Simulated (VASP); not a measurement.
Here is the system:

```
CELL_PARAMETERS angstrom
      0.00000     2.70202     2.70202
      2.70202     0.00000     2.70202
      2.70202     2.70202     0.00000
ATOMIC_POSITIONS crystal
  Si 0.25000 0.25000 0.25000
  Si 0.75000 0.75000 0.75000
  Ni 0.00000 0.00000 0.00000
```

Method: PBE GGA with D3 dispersion (zero damping), VASP's PBE PAW potentials (set 64) (plane waves; VASP). Numerical set-up: 520 eV cut-off, Gaussian smearing of 0.050 eV, potentials Si Ni.

What does the run give for the band gap (along the path) with the smallest direct gap where there is one?

```yaml
band gap (along the path): none (metal, semimetal or under 0.01 eV)
```

Only differences to runs with the same potentials and settings are physical.

The compound is NiSi2 in the fluorite structure. It was relaxed first. The run is not spin-polarised, so no magnetic state was tried.
